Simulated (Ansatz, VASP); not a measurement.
## TiPd in VASP and in Ansatz

```xyz
2
Lattice="2.9056 0.0000 0.0000 0.0000 2.9056 0.0000 0.0000 0.0000 3.9906" Properties=species:S:1:pos:R:3 pbc="T T T"
Ti    0.0000    0.0000    0.0000
Pd    1.4528    1.4528    1.9953
```

The cell comes from a database or a generator and needn't be the stable form of this composition.

Alike in both runs: task single point; functional LDA; k mesh 8 × 8 × 6; occupations fermi-dirac, width 0.05 eV; no spin polarisation.

```csv
,VASP,Ansatz
version,VASP 6.6.1,Ansatz 0.2.0
potentials or method,"VASP PAW LDA potentials, release 64 (Ti_sv, Pd)","plane waves, PAW"
plane-wave cutoff (eV),520,500
valence electrons in the cell,22,30
```

VASP gave:

| Property | Result |
| --- | --- |
| pressure (GPa) | -19.9 |
| largest component of the traceless stress (GPa) | 1.53 |

Problem. Which values does Ansatz return?

Solution. Pressure (GPa): -20.1; largest component of the traceless stress (GPa): 1.54.

The two sets of potentials don't hold the same shells in valence.

Caveats: so large a pressure means that the cell lies far from this level's equilibrium, or that cutoff or potentials fall short (VASP).
